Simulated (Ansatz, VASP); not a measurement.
# PtSe2: VASP beside Ansatz, part 2 of 2

Aim: how closely do two programs agree when they are given the same cell, functional and k mesh? The structure shown is the start of the Ansatz relaxation below; VASP solves that cell, so the two are compared at the walk's first step.

VASP 6.6.1 and Ansatz 0.2.0.

So far. Step 3 (VASP: single point, PBE, start cell, pair 1): The run ends at a pressure of -0.30 GPa, with forces up to 0.12 eV/Å.

## 6. VASP: single point, PBE, start cell, pair 2

Level of this step: PBE; plane waves and PAW (Pt, Se) (VASP).

The same cell, functional, mesh and smearing now go to VASP, with its own data sets.

INCAR

```
SYSTEM = PtSe2
PREC = Accurate
ENCUT = 400
EDIFF = 1E-06
NELM = 120
ISMEAR = 1
SIGMA = 0.2
LREAL = .FALSE.
ALGO = Normal
GGA = PE
NBANDS = 17
LASPH = .TRUE.
LORBIT = 11
LWAVE = .FALSE.
LCHARG = .FALSE.
ISIF = 2
LDIPOL = .TRUE.
IDIPOL = 3
DIPOL = 0.5 0.5 0.328
LVHAR = .TRUE.
GGA_COMPAT = .FALSE.
NELMDL = -8
KPAR = 2
```

POSCAR

```
PtSe2
1.0
    3.7810783671      0.0000000000      0.0000000000
   -1.8905391835      3.1485672303      0.0000000000
    0.0000000000      0.0000000000     30.4600000000
Pt Se
1 2
Direct
    0.3279078782      0.6558157565      0.3282994091
    0.6693794227      0.3387588455      0.3755692712
    0.6693794227      0.3387588455      0.2810295469
```

KPOINTS

```
Automatic mesh
0
Gamma
15 15 1
0 0 0
```

The projector-augmented-wave data sets are Pt and Se (PBE family, release 64).

Launch:

```sh
mpirun -np 2 vasp_std
```

Numbers of over 12 decimals in the logs are rounded to 6 here.

The program printed:

```text
[... set-up lines as in an earlier step ...]
 entering main loop
       N       E                     dE             d eps       ncg     rms          rms(c)
DAV:   1     0.161017066261E+03    0.16102E+03   -0.59124E+03  2176   0.732E+02
DAV:   2     0.501252430481E+01   -0.15600E+03   -0.14859E+03  3675   0.147E+02
DAV:   3    -0.131320482875E+02   -0.18145E+02   -0.17900E+02  2680   0.645E+01
DAV:   4    -0.134527620572E+02   -0.32071E+00   -0.31927E+00  2881   0.995E+00
[...]
DAV:  22    -0.129118082505E+02   -0.12356E-05   -0.28680E-08  2410   0.793E-04    0.470E-04
DAV:  23    -0.129118097563E+02   -0.15058E-05   -0.31923E-08  2232   0.620E-04    0.290E-04
DAV:  24    -0.129118102887E+02   -0.53237E-06   -0.12135E-08  2198   0.339E-04
   1 F= -.12911810E+02 E0= -.12911151E+02  d E =-.197894E-02
```

Parts of OUTCAR (step 6):

```text
  Total       -1.4100829     -0.5725319     -0.3553644     -0.0000000      0.0000000      0.0000000
  in kB       -6.2301236     -2.5295990     -1.5700952     -0.0000000      0.0000000      0.0000000
  external PRESSURE =      -3.4432726 kB  Pullay stress =       0.0000000 kB

 POSITION                                       TOTAL-FORCE (eV/Angst)
 -----------------------------------------------------------------------------------
     -0.00000      2.06488     10.00000        -0.000000     -0.049017      0.000000
      1.89054      1.06660     11.43984         0.000000      0.024509     -0.113808
      1.89054      1.06660      8.56016         0.000000      0.024509      0.113808
 -----------------------------------------------------------------------------------
    total drift:                                0.000008     -0.000003      0.000022

  FREE ENERGIE OF THE ION-ELECTRON SYSTEM (eV)
  ---------------------------------------------------
  free  energy   TOTEN  =       -12.9118102887 eV

  energy  without entropy=      -12.9098313475  energy(sigma->0) =      -12.91115064

[... 1 part as in an earlier step ...]

[... 2 further parts left out ...]
[key lines of the parts left out:]
E-fermi :  -2.8320
```

The run ends at a pressure of -0.34 GPa, with forces up to 0.12 eV/Å.

## 7. Differences

What differs besides the data sets and the points named for the pairs above, as far as they apply: the data sets hold 50 valence electrons in Ansatz (on its PAW soft_1 files) and 22 in VASP. Total energies have different zeros and are not compared.

Forces (eV/Å; atoms numbered as in POSCAR):

```
atom        Ansatz x, y, z          VASP x, y, z
 Pt1  0.000, -0.050, 0.000  0.000, -0.049, 0.000
 Se2  0.000, 0.025, -0.114  0.000, 0.025, -0.114
 Se3   0.000, 0.025, 0.114   0.000, 0.025, 0.114
```

The forces differ by 0.5 meV/Å r.m.s., which is 0.9 % of the r.m.s. force of 0.057 eV/Å (both taken over all components). With vacuum in the cell, a pressure given here is an average over mostly empty space and none of the material.

## 8. Ansatz: relaxation, PBE

The two programs are compared at the cell with which this relaxation starts, whose forces are those of its first step.

The structure compared here is the start of the Ansatz relaxation; VASP solves that cell, so the two are compared at the walk's first step.

input.yaml

```yaml
crystal:
  lattice:
    - [3.6356522759, 0.0, 0.0]
    - [-1.817826138, 3.2745099195, 0.0]
    - [0.0, 0.0, 30.46]
  atoms:
    - { symbol: Pt, position: [0.3392100969, 0.6784201938, 0.3282994091] }
    - { symbol: Se, position: [0.6637282849, 0.3274565697, 0.375569462] }
    - { symbol: Se, position: [0.6637282849, 0.3274565697, 0.2810293561] }
  periodic: [true, true, false]
kpoints:
  mp_grid: { grid: [15, 15, 1] }
hamiltonian:
  xc: pbe
  pseudopotentials: { kind: paw, azcp: { folder: soft_1 } }
scf:
  occupations: { method: methfessel_paxton, width: 0.2 }
output:
  forces: true
  stress: true
  eigenvalues: true
relax:
  adjacent_minimum: "off"
  f_tol: 0.001
  max_steps: 60
```

Launch:

```sh
ansatz run input.yaml --threads 4 --pin off --max-ram 16384MiB --backend cpu --events-out ev --progress --plain --runs-dir out
```

The program printed:

```text
[...]
Crystal: 3 atoms, lattice volume = 362.626 Å³
Basis set: ecut = 420 eV, 7101 PW (Γ), exchange–correlation on 50×54×432 points (8 copies of the dense FFT grid, shifted against one another)
Bands: 30, of which v1, the nominal top of the filled ones, is band 25 counted from 1 (24 counted from 0)
Symmetry: 4 space group operations
[...]
F+E_penalty+E_count = -23462.68914146 eV   max|allowed force component| = 8.207e-5 eV/Å
  cell:  # Å, volume = 362.6257 Å³
    - [3.6356522759, 2.7757220691113713e-11, 0.0]
    - [-1.817826137975, 3.274510, 0.0]
    - [0.0, 0.0, 30.46]
  atoms:
    - { symbol: Pt, position: [0.341134, 0.682269, 0.328299] }
    - { symbol: Se, position: [0.662766, 0.325532, 0.375189] }
    - { symbol: Se, position: [0.662766, 0.325532, 0.281410] }
[key lines of the parts left out:]
SCF converged after 4 iterations
Free energy (F): -23462.689141 eV
Fermi energy:    -4.655960 eV
P = ½ c Tr σ = -0.9373 N/m
```

## 9. VASP: single point, PBE, start cell, pair 3

The same cell, functional, mesh and smearing now go to VASP, with its own data sets.

INCAR is that of step 6.

POSCAR

```
PtSe2
1.0
    3.6356522759      0.0000000000      0.0000000000
   -1.8178261380      3.2745099195      0.0000000000
    0.0000000000      0.0000000000     30.4600000000
Pt Se
1 2
Direct
    0.3392101497      0.6784202994      0.3282994091
    0.6637283175      0.3274566351      0.3755694682
    0.6637283175      0.3274566351      0.2810293500
```

KPOINTS is that of step 6.

Launch:

```sh
mpirun -np 2 vasp_std
```

The program printed:

```text
[... set-up lines as in an earlier step ...]
 entering main loop
       N       E                     dE             d eps       ncg     rms          rms(c)
DAV:   1     0.160060950304E+03    0.16006E+03   -0.59409E+03  2184   0.733E+02
DAV:   2     0.547911272783E+01   -0.15458E+03   -0.14710E+03  3616   0.145E+02
DAV:   3    -0.131149140525E+02   -0.18594E+02   -0.18344E+02  2670   0.648E+01
DAV:   4    -0.134552002592E+02   -0.34029E+00   -0.33831E+00  2909   0.103E+01
[...]
DAV:  22    -0.129136070299E+02   -0.12982E-05   -0.28811E-08  2399   0.802E-04    0.407E-04
DAV:  23    -0.129136085690E+02   -0.15390E-05   -0.31481E-08  2245   0.580E-04    0.284E-04
DAV:  24    -0.129136090649E+02   -0.49590E-06   -0.11692E-08  2212   0.321E-04
   1 F= -.12913609E+02 E0= -.12912796E+02  d E =-.243835E-02
```

From OUTCAR (step 9):

```text
  Total       -0.6741113     -1.3019825     -0.3644405      0.0000000      0.0000000      0.0000000
  in kB       -2.9784043     -5.7525071     -1.6101957      0.0000000      0.0000000      0.0000000
  external PRESSURE =      -3.4470357 kB  Pullay stress =       0.0000000 kB

 POSITION                                       TOTAL-FORCE (eV/Angst)
 -----------------------------------------------------------------------------------
     -0.00000      2.22149     10.00000        -0.000000      0.063881      0.000000
      1.81783      1.07226     11.43985         0.000000     -0.031940     -0.116994
      1.81783      1.07226      8.56015         0.000000     -0.031940      0.116994
 -----------------------------------------------------------------------------------
    total drift:                                0.000000     -0.000093      0.000025

  FREE ENERGIE OF THE ION-ELECTRON SYSTEM (eV)
  ---------------------------------------------------
  free  energy   TOTEN  =       -12.9136090649 eV

  energy  without entropy=      -12.9111707133  energy(sigma->0) =      -12.91279628

[... 1 part as in an earlier step ...]

[... 2 further parts left out ...]
[key lines of the parts left out:]
E-fermi :  -2.8322
```

The run ends at a pressure of -0.34 GPa, with forces up to 0.12 eV/Å.

## 10. Differences

What differs besides the data sets and the points named for the pairs above, as far as they apply: the data sets hold 50 valence electrons in Ansatz (on its PAW soft_1 files) and 22 in VASP. Total energies have different zeros and are not compared.

Forces (eV/Å; atoms numbered as in POSCAR):

```
atom         Ansatz x, y, z           VASP x, y, z
 Pt1    0.000, 0.066, 0.000    0.000, 0.064, 0.000
 Se2  0.000, -0.033, -0.117  0.000, -0.032, -0.117
 Se3   0.000, -0.033, 0.117   0.000, -0.032, 0.117
```

The forces differ by 1.1 meV/Å r.m.s., which is 1.8 % of the r.m.s. force of 0.061 eV/Å (both taken over all components). With vacuum in the cell, a pressure given here is an average over mostly empty space and none of the material.

## 11. Summary of results

```json
{
  "r.m.s. force difference (single point, PBE, start cell, pair 1)": "0.63 meV/Å",
  "r.m.s. force difference (single point, PBE, start cell, pair 2)": "0.5 meV/Å",
  "r.m.s. force difference (single point, PBE, start cell, pair 3)": "1.1 meV/Å"
}
```

In words: The r.m.s. force difference is 1.1 meV/Å (single point, PBE, start cell, pair 3), within the 12 meV/Å picked in this series as the mark of a large difference. The data sets hold unlike numbers of valence electrons (50 in Ansatz and 22 in VASP), so part of the differences comes from the potentials. 5 further runs of this series are not shown here. How closely two codes agree says nothing of how well the functional describes the real material.

[Lines on the potential files, build, host, timing and source positions are cut from VASP's logs without a mark.]

[Logs are printed without paths, hosts, clocks, repeated set-up lines and the standing remarks that a program may print on its own settings, such as how far it seeks lower states.]

[Hosts, paths, dates, database ids (printed as entryN), source tags and the programs' standing remarks are cut or masked in the printed files.]
